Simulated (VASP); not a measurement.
Write the native input for VASP 6.6.1 that does the following.

| Item | Value |
| --- | --- |
| Task | relaxation of cell and atoms |
| Functional | LDA |
| Potentials or basis | VASP PAW LDA potentials, release 64 (Ti_sv, N) |
| Cutoff | 520 eV |
| k mesh | 12 × 12 × 12 |
| Occupations | gaussian, width 0.02 eV |
| Spin | no spin polarisation |
| Further INCAR settings | ALGO = Normal; EDIFF = 1e-07; IBRION = 2; EDIFFG = -0.002; NSW = 80; ISIF = 3 |

The structure of TiN lies in POSCAR:

```
TiN
1.0
    0.0000000000      2.1190000000      2.1190000000
    2.1190000000      0.0000000000      2.1190000000
    2.1190000000      2.1190000000      0.0000000000
Ti N
1 1
Direct
    0.0000000000      0.0000000000      0.0000000000
    0.5000000000      0.5000000000      0.5000000000
```

These files were run (other wordings do the same):

INCAR

```
SYSTEM = TiN
PREC = Accurate
ENCUT = 520
EDIFF = 1E-7
ISMEAR = 0
SIGMA = 0.02
LREAL = .FALSE.
LASPH = .TRUE.
NELM = 80
ALGO = Normal
ISIF = 3
LWAVE = .FALSE.
LCHARG = .FALSE.
GGA = CA
IBRION = 2
NSW = 80
EDIFFG = -0.002
```

KPOINTS

```
Automatic mesh
0
G
  12 12 12
  0 0 0
```

Potentials or basis: VASP PAW LDA potentials, release 64 (Ti_sv, N).

Launch:

```bash
$ cat potpaw_LDA.64/Ti_sv/POTCAR potpaw_LDA.64/N/POTCAR > POTCAR
$ mpirun -np 1 vasp_std > vasp.out
```

It gave:

| Item | Value |
| --- | --- |
| Relaxed volume | 9.11 Å³/atom |
| Relaxed cell | a = 2.953 Å, b = 2.953 Å, c = 2.953 Å, α = 60.00°, β = 60.00°, γ = 60.00° |
| Space group after relaxing (to 0.05 Å) | Fm-3m (No. 225) |
| Energy gained by relaxing | 16.9 meV/atom |
| Ionic steps | 4 |
| Pressure after relaxing | 0.0 GPa |
| Band gap on the k mesh | none (metal or under the smearing width) |

Run time: 55 s on 1 thread of AMD EPYC 7R13 Processor (Zen 3) (shared host), peak memory 0.12 GiB.
